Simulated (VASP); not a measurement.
VASP input:

**POSCAR**
```
Tl
1
    1.7300000000    -2.9964480000     0.0000000000
    1.7300000000     2.9964480000     0.0000000000
    0.0000000000     0.0000000000     5.5200000000
Tl
2
Direct
  0.3333330000   0.6666670000   0.2500000000
  0.6666670000   0.3333330000   0.7500000000
```

INCAR:
```
SYSTEM = Tl
PREC = Accurate
ENCUT = 400
EDIFF = 1E-6
NELM = 100
ALGO = Normal
LREAL = .FALSE.
LASPH = .TRUE.
ISMEAR = 1
SIGMA = 0.1
GGA = PE
LMAXMIX = 4
LWAVE = .FALSE.
LCHARG = .FALSE.
ISIF = 2
LEPSILON = .TRUE.
```

**KPOINTS**
```
Automatic mesh
0
Gamma
9 9 5
0 0 0
```

POTCAR, in this order: Tl_d (PBE.64 set). Program: vasp_std.

Task: What happens when VASP runs on this input?

Result: There is a fault: LEPSILON was set for a metal. The run ends without an error. Against the sound run, the energy per atom (σ→0) is nearly the same; the pressure stays essentially unchanged.

standard output:
```
...
 Linear response to external field (no local field effect), progress :
  Direction:   3
       N       E                     dE             d eps       ncg     rms          rms(c)
RMM:   1    -0.333586722435E+01   -0.33359E+01   -0.19192E+01  2098   0.375E+00
RMM:   2    -0.350632772118E+01   -0.17046E+00   -0.29461E-02  1901   0.618E-01
RMM:   3    -0.350792327000E+01   -0.15955E-02   -0.13071E-03  1916   0.785E-02
RMM:   4    -0.350793716951E+01   -0.13900E-04   -0.10481E-05  1897   0.922E-03
RMM:   5    -0.350793742725E+01   -0.25774E-06   -0.59307E-07   970   0.158E-03
 change of polarisation eV/A/(eV/A) component  3 :    -1.080    -0.594     7.016
 dielectric tensor                  component  3 :    -3.416    -1.879    23.183
 Linear response to external field, progress :
  Direction:   1
       N       E                     dE             d eps       ncg     rms          rms(c)
RMM:   1    -0.346509923297E+01   -0.34651E+01   -0.20161E+01  4524   0.385E+00
RMM:   2    -0.387292826037E+01   -0.40783E+00   -0.35518E-02  4024   0.664E-01    0.184E+00
RMM:   3    -0.375731682248E+01    0.11561E+00   -0.11509E-01  3315   0.232E+00    0.863E-01
RMM:   4    -0.377736925711E+01   -0.20052E-01   -0.92051E-02  4024   0.208E+00    0.275E-01
RMM:   5    -0.379822280508E+01   -0.20854E-01   -0.25224E-03  4076   0.409E-01    0.381E-02
RMM:   6    -0.379764635155E+01    0.57645E-03   -0.62680E-05  4135   0.609E-02    0.166E-02
RMM:   7    -0.379824591121E+01   -0.59956E-03   -0.12343E-05  4166   0.265E-02    0.325E-03
RMM:   8    -0.379851923424E+01   -0.27332E-03   -0.49103E-05  4341   0.645E-03    0.147E-03
RMM:   9    -0.379851215966E+01    0.70746E-05   -0.60003E-05  3982   0.229E-03    0.212E-04
RMM:  10    -0.379850829561E+01    0.38641E-05   -0.74689E-05  2149   0.744E-04    0.798E-05
RMM:  11    -0.379850447471E+01    0.38209E-05   -0.67976E-05  1890   0.700E-04    0.299E-05
RMM:  12    -0.379850624529E+01   -0.17706E-05   -0.66584E-05  1382   0.596E-04    0.671E-06
 change of polarisation eV/A/(eV/A) component  1 :     7.421    -1.917     0.007
 dielectric tensor                  component  1 :    24.464    -6.061     0.022
 Linear response to external field, progress :
  Direction:   2
       N       E                     dE             d eps       ncg     rms          rms(c)
RMM:   1    -0.346432733669E+01   -0.34643E+01   -0.20153E+01  4608   0.387E+00
RMM:   2    -0.387289895616E+01   -0.40857E+00   -0.36271E-02  4029   0.665E-01    0.184E+00
RMM:   3    -0.375730432341E+01    0.11559E+00   -0.11527E-01  3318   0.232E+00    0.863E-01
RMM:   4    -0.377734262156E+01   -0.20038E-01   -0.92603E-02  4011   0.208E+00    0.275E-01
RMM:   5    -0.379817922672E+01   -0.20837E-01   -0.25054E-03  4070   0.409E-01    0.386E-02
RMM:   6    -0.379759257472E+01    0.58665E-03   -0.44392E-05  4116   0.616E-02    0.166E-02
RMM:   7    -0.379819729268E+01   -0.60472E-03    0.29431E-05  4159   0.266E-02    0.331E-03
RMM:   8    -0.379845621177E+01   -0.25892E-03    0.17986E-05  4348   0.657E-03    0.139E-03
RMM:   9    -0.379844944507E+01    0.67667E-05    0.73359E-06  3997   0.227E-03    0.221E-04
RMM:  10    -0.379844389585E+01    0.55492E-05    0.92277E-06  2116   0.708E-04    0.904E-05
RMM:  11    -0.379844077078E+01    0.31251E-05    0.10550E-05  1753   0.650E-04    0.212E-05
RMM:  12    -0.379844206790E+01   -0.12971E-05    0.11913E-05  1312   0.569E-04    0.409E-06
 change of polarisation eV/A/(eV/A) component  2 :    -1.862     7.421    -0.907
 dielectric tensor                  component  2 :    -5.887    24.464    -2.869
 Linear response to external field, progress :
  Direction:   3
       N       E                     dE             d eps       ncg     rms          rms(c)
RMM:   1    -0.333586722436E+01   -0.33359E+01   -0.19192E+01  2098   0.375E+00
RMM:   2    -0.350632772398E+01   -0.17046E+00   -0.29461E-02  1903   0.618E-01    0.171E+00
RMM:   3    -0.341342183897E+01    0.92906E-01   -0.11857E-01  1559   0.220E+00    0.789E-01
RMM:   4    -0.343135371862E+01   -0.17932E-01   -0.87501E-02  1877   0.182E+00    0.260E-01
RMM:   5    -0.344892949853E+01   -0.17576E-01   -0.14532E-03  1917   0.308E-01    0.574E-02
RMM:   6    -0.344765837912E+01    0.12711E-02   -0.98568E-05  1945   0.601E-02    0.119E-02
RMM:   7    -0.344789311614E+01   -0.23474E-03   -0.57915E-06  1964   0.176E-02    0.143E-03
RMM:   8    -0.344798728152E+01   -0.94165E-04   -0.86263E-08  1942   0.282E-03    0.547E-04
RMM:   9    -0.344798522473E+01    0.20568E-05   -0.72303E-07  1126   0.909E-04    0.935E-05
RMM:  10    -0.344798584112E+01   -0.61639E-06   -0.22703E-08   425   0.455E-04    0.231E-05
 change of polarisation eV/A/(eV/A) component  3 :    -1.083    -0.576     6.757
 dielectric tensor                  component  3 :    -3.425    -1.820    22.364
 Born effective charges drift removed
```

**OUTCAR**
```
------------------------ aborting loop because EDIFF is reached ----------------------------------------

 HEAD OF MICROSCOPIC STATIC DIELECTRIC TENSOR (INDEPENDENT PARTICLE, excluding Hartree and local field effects)
 ------------------------------------------------------
          25.507466     0.000000    -0.000000
           0.000000    25.507468     0.000000
           0.000000     0.000000    23.183284
 ------------------------------------------------------

 MACROSCOPIC STATIC DIELECTRIC TENSOR (including local field effects in DFT)
 ------------------------------------------------------
          24.464044     0.000000    -0.000000
           0.000000    24.464046     0.000000
           0.000000     0.000000    22.363810
 ------------------------------------------------------

 PIEZOELECTRIC TENSOR (including local field effects)  for field in x, y, z        (e  Angst)
          XX          YY          ZZ          XY          YZ          ZX
  --------------------------------------------------------------------------------
  x     0.00000     0.00000     0.00000     0.00000     0.00000     0.00000
  y     0.00000     0.00000     0.00000     0.00000     0.00000     0.00000
  z     0.00000     0.00000     0.00000     0.00000     0.00000     0.00000

 PIEZOELECTRIC TENSOR (including local field effects)  for field in x, y, z        (C/m^2)
          XX          YY          ZZ          XY          YZ          ZX
  --------------------------------------------------------------------------------
  x     0.00000     0.00000     0.00000     0.00000     0.00000     0.00000
  y     0.00000     0.00000     0.00000     0.00000     0.00000     0.00000
  z     0.00000     0.00000     0.00000     0.00000     0.00000     0.00000

 BORN EFFECTIVE CHARGES (including local field effects) (in |e|, cummulative output)
 ---------------------------------------------------------------------------------
 ion    1
    1     0.00000     0.00000     0.00000
    2     0.00000     0.00000     0.00000
    3     0.00000     0.00000     0.00000
 ion    2
    1     0.00000     0.00000     0.00000
    2     0.00000     0.00000     0.00000
    3     0.00000     0.00000     0.00000
```
(Selected blocks of OUTCAR.)

To mend it, drop LEPSILON, since a metal has no finite static dielectric tensor or Born charges. The plain static run on this cell (PBE GGA, plane waves, VASP's PBE PAW potentials (set 64)) converges, and its OSZICAR ends with
```
   1 F= -.43765295E+01 E0= -.43760117E+01  d E =-.155350E-02
```

The compound is Tl in the hcp structure. The cell was not relaxed at this level.
